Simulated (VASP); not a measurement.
Level of theory: PBE GGA, VASP's PBE PAW potentials (set 64) (plane waves; VASP 6.6.1).

VASP ran on this input.

**POSCAR**
```
MgS
1
    0.0000000000     2.6192450000     2.6192450000
    2.6192450000     0.0000000000     2.6192450000
    2.6192450000     2.6192450000     0.0000000000
Mg S
1 1
Direct
  0.0000000000   0.0000000000   0.0000000000
  0.5000000000   0.5000000000   0.5000000000
```

**INCAR**
```
SYSTEM = MgS
PREC = Accurate
ENCUT = 300
EDIFF = 1E-6
NELM = 100
ALGO = Normal
LREAL = .FALSE.
LASPH = .TRUE.
ISMEAR = -1
SIGMA = 0.02
GGA = PE
LWAVE = .FALSE.
LCHARG = .FALSE.
ISIF = 2
```

KPOINTS:
```
K-points
0
Gamma
1 1 1
```

POTCAR, in this order: Mg S (PBE.64 set). Program: vasp_std.

Output of the run:

OSZICAR:
```
       N       E                     dE             d eps       ncg     rms          rms(c)
DAV:   1     0.341834834755E+02    0.34183E+02   -0.29408E+03    16   0.462E+02
DAV:   2     0.125066051621E+01   -0.32933E+02   -0.32933E+02    32   0.885E+01
DAV:   3     0.239091147028E+00   -0.10116E+01   -0.10116E+01    16   0.237E+01
DAV:   4     0.235265746880E+00   -0.38254E-02   -0.38254E-02    24   0.152E+00
DAV:   5     0.235263793419E+00   -0.19535E-05   -0.19535E-05    16   0.390E-02    0.745E+00
DAV:   6     0.236771157235E+01    0.21324E+01   -0.47963E+00    16   0.119E+01    0.805E+00
DAV:   7     0.252371136113E+01    0.15600E+00   -0.15907E+00    16   0.689E+00    0.629E+00
DAV:   8     0.243434003229E+01   -0.89371E-01   -0.94260E-02    16   0.295E+00    0.115E+00
DAV:   9     0.243385610074E+01   -0.48393E-03   -0.94910E-03    16   0.630E-01    0.495E-01
DAV:  10     0.243368446514E+01   -0.17164E-03   -0.28732E-04    16   0.133E-01    0.289E-01
DAV:  11     0.243365005982E+01   -0.34405E-04   -0.33958E-05    16   0.494E-02    0.115E-01
DAV:  12     0.243364893836E+01   -0.11215E-05   -0.12248E-05    16   0.220E-02    0.152E-02
DAV:  13     0.243364886783E+01   -0.70527E-07   -0.23541E-07     8   0.438E-03
   1 F= 0.24336489E+01 E0= 0.24336489E+01  d E =-.171675E-10
```

### OUTCAR
```
------------------------ aborting loop because EDIFF is reached ----------------------------------------
  FORCE on cell =-STRESS in cart. coord.  units (eV):
  Direction    XX          YY          ZZ          XY          YZ          ZX
  --------------------------------------------------------------------------------------
  Total       11.0097844     11.0097844     11.0097844     -0.0000000     -0.0000000     -0.0000000
  in kB      490.8299209    490.8299209    490.8299209     -0.0000000     -0.0000000     -0.0000000
  external PRESSURE =     490.8299209 kB  Pullay stress =       0.0000000 kB
  volume of cell :       35.94
      direct lattice vectors                 reciprocal lattice vectors
     0.000000000  2.619245000  2.619245000    -0.190894704  0.190894704  0.190894704
     2.619245000  0.000000000  2.619245000     0.190894704 -0.190894704  0.190894704
     2.619245000  2.619245000  0.000000000     0.190894704  0.190894704 -0.190894704
 POSITION                                       TOTAL-FORCE (eV/Angst)
 -----------------------------------------------------------------------------------
      0.00000      0.00000      0.00000        -0.000000      0.000000      0.000000
      2.61924      2.61924      2.61924         0.000000     -0.000000     -0.000000
 -----------------------------------------------------------------------------------
    total drift:                               -0.000000     -0.000000      0.000000
  FREE ENERGIE OF THE ION-ELECTRON SYSTEM (eV)
  ---------------------------------------------------
  free  energy   TOTEN  =         2.4336488678 eV

  energy  without entropy=        2.4336488679  energy(sigma->0) =        2.43364887
```
(Selected blocks of OUTCAR.)

The structure comes from a computed database's MgS entry; how it stands against other phases isn't given here. The cell was not relaxed at this level. The k-mesh is coarse (spacing up to 2.08 per Å, 2π included), so the numbers may not be converged in it. The run is one of a series of settings (KPOINTS 1×1×1 Γ-centred mesh against the base run), some of them coarse on purpose.
